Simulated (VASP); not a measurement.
Computed with PBEsol GGA, VASP's PBE PAW potentials (set 64) (plane waves; VASP).

Input for VASP

File POSCAR:
```
SiC
1
    0.0000000000     2.1648040000     2.1648040000
    2.1648040000     0.0000000000     2.1648040000
    2.1648040000     2.1648040000     0.0000000000
Si C
1 1
Direct
  0.2500000000   0.2500000000   0.2500000000
  0.0000000000   0.0000000000   0.0000000000
```

### INCAR
```
! general
SYSTEM  =  SiC
PREC    =  Accurate
ENCUT   =  240
LREAL   =  .FALSE.
LASPH   =  .TRUE.

! electronic loop
EDIFF   =  1E-6
NELM    =  100
ALGO    =  Normal

! smearing
ISMEAR  =  1
SIGMA   =  0.2

! functional
GGA     =  PS

! ions
ISIF    =  2

! output
LWAVE   =  .FALSE.
LCHARG  =  .FALSE.
```

### KPOINTS
```
Automatic mesh
0
Gamma
1 1 1
0.5 0.5 0.5
```

POTCAR, in this order: Si C (PBE.64 set). Program: vasp_std.

Output

OSZICAR:
```
       N       E                     dE             d eps       ncg     rms          rms(c)
DAV:   1     0.653787712468E+01    0.65379E+01   -0.22959E+03    16   0.458E+02
DAV:   2    -0.153729765723E+02   -0.21911E+02   -0.21915E+02    24   0.730E+01
DAV:   3    -0.156912403193E+02   -0.31826E+00   -0.31726E+00    16   0.122E+01
DAV:   4    -0.156918767631E+02   -0.63644E-03   -0.63640E-03    24   0.517E-01
DAV:   5    -0.156918768353E+02   -0.72222E-07   -0.72755E-07    16   0.698E-03    0.103E+01
DAV:   6    -0.135738958360E+02    0.21180E+01   -0.66239E+00    16   0.146E+01    0.473E+00
DAV:   7    -0.133797990972E+02    0.19410E+00   -0.67081E-01    24   0.477E+00    0.178E+00
DAV:   8    -0.133577573021E+02    0.22042E-01   -0.32607E-02    16   0.137E+00    0.195E-01
DAV:   9    -0.133579273191E+02   -0.17002E-03   -0.73129E-04    24   0.218E-01    0.113E-01
DAV:  10    -0.133580160855E+02   -0.88766E-04   -0.17881E-04    16   0.100E-01    0.244E-02
DAV:  11    -0.133580179155E+02   -0.18300E-05   -0.96251E-06    24   0.185E-02    0.115E-02
DAV:  12    -0.133580191244E+02   -0.12090E-05   -0.52589E-07     8   0.571E-03    0.105E-03
DAV:  13    -0.133580193486E+02   -0.22421E-06   -0.21244E-08     8   0.132E-03
   1 F= -.13358019E+02 E0= -.13365750E+02  d E =0.231916E-01
```

OUTCAR:
```
------------------------ aborting loop because EDIFF is reached ----------------------------------------
  FORCE on cell =-STRESS in cart. coord.  units (eV):
  Direction    XX          YY          ZZ          XY          YZ          ZX
  --------------------------------------------------------------------------------------
  Total       -1.4176197     -1.4176197     -1.4176197      0.0000000     -0.0000000      0.0000000
  in kB     -111.9398166   -111.9398166   -111.9398166      0.0000000     -0.0000000      0.0000000
  external PRESSURE =    -111.9398166 kB  Pullay stress =       0.0000000 kB
  volume of cell :       20.29
      direct lattice vectors                 reciprocal lattice vectors
     0.000000000  2.164804000  2.164804000    -0.230967792  0.230967792  0.230967792
     2.164804000  0.000000000  2.164804000     0.230967792 -0.230967792  0.230967792
     2.164804000  2.164804000  0.000000000     0.230967792  0.230967792 -0.230967792
  FREE ENERGIE OF THE ION-ELECTRON SYSTEM (eV)
  ---------------------------------------------------
  free  energy   TOTEN  =       -13.3580193486 eV

  energy  without entropy=      -13.3812109701  energy(sigma->0) =      -13.36574989
```
(Selected blocks of OUTCAR.)

At this cut-off the stress carries a Pulay error, which pulls relaxed volumes low.

The structure comes from a computed database's SiC entry; how it stands against other phases isn't given here. The cell was not relaxed at this level. The k-mesh is coarse (spacing up to 2.51 per Å, 2π included), so the numbers may not be converged in it. The run is one of a series of settings (ENCUT = 240, ISMEAR = 1, SIGMA = 0.2, KPOINTS 1×1×1 Γ-centred mesh shifted by (0.5, 0.5, 0.5) against the base run), some of them coarse on purpose.
